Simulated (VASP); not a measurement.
Consider the following.

```xyz
1
Lattice="0.0000 1.9861 1.9861 1.9861 0.0000 1.9861 1.9861 1.9861 0.0000" Properties=species:S:1:pos:R:3 pbc="T T T"
Pt     0.0000     0.0000     0.0000
```

These are r2SCAN+rVV10, VASP's PBE PAW potentials (set 64) (plane waves; VASP 6.6.1) values and carry that method's errors. Run with 520 eV cut-off, 16×16×16 Γ-centred mesh, first-order Methfessel-Paxton smearing of 0.10 eV, potentials Pt.

Unless said otherwise, spin-orbit coupling is left out, though it shifts the bands of the heavy elements here.

Q: What does the run give for the energy per atom (σ→0), pressure, band gap (on the k-mesh) with the smallest direct gap where there is one?

A: 
```
Item                                                         Value
------------------------  ----------------------------------------
band gap (on the k-mesh)  none (metal, semimetal or under 0.01 eV)
energy per atom (σ→0)                              -51.334 eV/atom
pressure                                                 -7.72 GPa
```

The absolute energy has meaning only against runs of the same code, potentials and settings.

The compound is Pt in the fcc structure. This cell is one point of a volume scan, at 1.03 of the reference volume.
